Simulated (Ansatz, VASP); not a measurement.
## ScIn3As2: VASP beside Ansatz

```xyz
6
Lattice="5.7081 0.0000 0.0000 -2.8541 4.9434 0.0000 0.0000 0.0000 5.2321" Properties=species:S:1:pos:R:3 pbc="T T T"
Sc    0.0000    0.0000    4.5145
In    1.4270    2.4717    2.4495
In    2.8541    0.0000    2.4495
In   -1.4270    2.4717    2.4495
As    2.8541    1.6478    5.0392
As    0.0000    3.2956    5.0392
```

Change from the starting cell: species swapped into the ErCo3Ge2 type (P6mm, No. 183).

Alike in both runs: functional PBE; k mesh 3 × 3 × 4; occupations gaussian, width 0.1 eV; no spin polarisation.

Ansatz relaxed the structure, and its values are those at the end. VASP's run is a single point on that final structure, the one shown.

```csv
,VASP,Ansatz
version,VASP 6.6.1,Ansatz 0.2.0
potentials or method,"VASP PAW PBE potentials, release 64 (Sc_sv, In_d, As)","scalar-relativistic, plane waves, PAW"
plane-wave cutoff (eV),520,420
valence electrons in the cell,60,80
```

```tsv
	VASP	Ansatz	Ansatz less VASP
gap on the k mesh at the Fermi level (eV)	none	none	-
pressure (GPa)	0.1	0.1	-0.02
```

A gap of «none» marks a metal or a gap that the smearing closes. With one functional, cell and mesh, what is left measures potentials, basis and numerics. The two sets of potentials don't hold the same shells in valence.

Caveats: the k mesh is coarse (spacing up to 0.42 Å⁻¹), so the values aren't converged.
